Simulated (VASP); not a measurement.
An input for Quantum ESPRESSO's pw.x (written as the equivalent of a VASP run, and not itself run):

```
&CONTROL
  calculation = 'scf'
  pseudo_dir = './pseudo'
  outdir = './out'
  tprnfor = .true.
  tstress = .true.
/
&SYSTEM
  ibrav = 0
  nat = 2
  ntyp = 2
  ecutwfc = 84
  occupations = 'smearing'
  smearing = 'gaussian'
  degauss = 0.003675
  input_dft = 'vdw-df-obk8'
/
&ELECTRONS
  conv_thr = 7.3e-09
  electron_maxstep = 100
/
ATOMIC_SPECIES
  Zn 65.380 Zn.upf
  S 32.060 S.upf
CELL_PARAMETERS angstrom
     0.0000000    2.6619397    2.6619397
     2.6619397    0.0000000    2.6619397
     2.6619397    2.6619397    0.0000000
ATOMIC_POSITIONS crystal
  Zn   0.0000000  0.0000000  0.0000000
  S    0.2500000  0.2500000  0.2500000
K_POINTS automatic
  8 8 8 0 0 0
```

Problem. Write the VASP files for the same calculation (optB88-vdW).

Solution. Several could match; the one computed here: 
**POSCAR**
```
ZnS
1
    0.0000000000     2.6619397278     2.6619397278
    2.6619397278     0.0000000000     2.6619397278
    2.6619397278     2.6619397278     0.0000000000
Zn S
1 1
Direct
  0.0000000000   0.0000000000   0.0000000000
  0.2500000000   0.2500000000   0.2500000000
```

**KPOINTS**
```
Automatic
0
G
 8 8 8
```

INCAR:
```
! general
SYSTEM  =ZnS
PREC    =Accurate
ENCUT   =520
LREAL   =F
LASPH   =T

! electronic loop
EDIFF   =1E-7
NELM    =100
ALGO    =Normal
LMAXMIX =4

! smearing
ISMEAR  =0
SIGMA   =0.05

! functional
GGA     =BO
LUSE_VDW=T
AGGAC   =0.0
PARAM1  =0.1833333333
PARAM2  =0.22

! ions
ISIF    =2

! output
LWAVE   =F
LCHARG  =F
```

POTCAR, in this order: Zn S (PBE.64 set). Program: vasp_std.

Limits of the translation: the potentials are each code's own (VASP's PAW set, PseudoDojo norm-conserving files in pw.x), so ENCUT and ecutwfc are chosen apart and not converted; conv_thr bounds pw.x's estimated SCF error, while EDIFF bounds the energy change between steps.

The compound is ZnS in the zinc blende structure. This cell is one point of a volume scan, at 0.94 of the reference volume.
